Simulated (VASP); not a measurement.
ZrSi (relaxed from the rock salt structure, space group Fm-3m): computed properties

These are PBE GGA, VASP's PBE PAW potentials (set 64) (plane waves; VASP 6.6.1) values and carry that method's errors.

For ZrSi, the space group is Fm-3m (225), the cell is a = b = c = 5.3963 Å, α = β = γ = 90.00° and the volume per atom is 19.64 Å³/atom. The band gap (over mesh and band path) is none (metal, semimetal or under 0.01 eV). The density is 5.04 g/cm³.

ZrSi is modelled in the cubic space group Fm-3m (No. 225), the rock salt structure, Pearson symbol cF8. Lattice parameters: a = b = c = 5.396 Å, α = β = γ = 90.00°. Zr on 4a is coordinated by 6 Si at 2.698 Å (octahedral). Si on 4b has 6 Zr at 2.698 Å (octahedral). (Neighbours: up to the widest gap in distance over summed covalent radii, below 1.35, at either atom; cation-cation and far metal-metal contacts left out.)
(The calculation used a cell of 2 atoms; values per cell refer to that cell.)

The structure was generated: ZrSi was put into the rock salt type (Fm-3m), which need not be its known phase. It was relaxed first, which changed the volume by -33 %. Symmetry was kept, so distortions that lower it aren't found.
